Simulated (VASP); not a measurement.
Data:

```xyz
2
Lattice="0.0000 2.2083 2.2083 2.2083 0.0000 2.2083 2.2083 2.2083 0.0000" Properties=species:S:1:pos:R:3 pbc="T T T"
Ti     0.1200     0.0500     0.0000
C      2.2083     2.2083     2.2083
```

These are PBE GGA, VASP's PBE PAW potentials (set 64) (plane waves; VASP) values and carry that method's errors. Run with 520 eV cut-off, 11×11×11 Γ-centred mesh, first-order Methfessel-Paxton smearing of 0.10 eV, potentials Ti_sv C.

Energy and stress use the plane-wave basis of the starting cell.

Problem. The ions, cell shape and volume are relaxed. Give the cell that the relaxation ends in.

Solution. 
```xyz
2
Lattice="0.0000 2.1671 2.1671 2.1673 0.0000 2.1671 2.1673 2.1671 0.0000" Properties=species:S:1:pos:R:3 pbc="T T T"
Ti     0.0589     2.1917     2.1671
C      2.2261     2.1917     2.1671
```
Space group Fm-3m (225), at a tolerance of 0.03 Å.

Problem. How do energy and volume change from the first to the last step?

Solution. The energy (σ→0) changes by -54.0 meV/atom and the volume by -5.5 %, in 14 ionic steps.

The compound is TiC in the rock salt structure. In the starting cell atoms are displaced from their ideal sites. This run relaxes it. Symmetry was kept, so distortions that lower it aren't found.
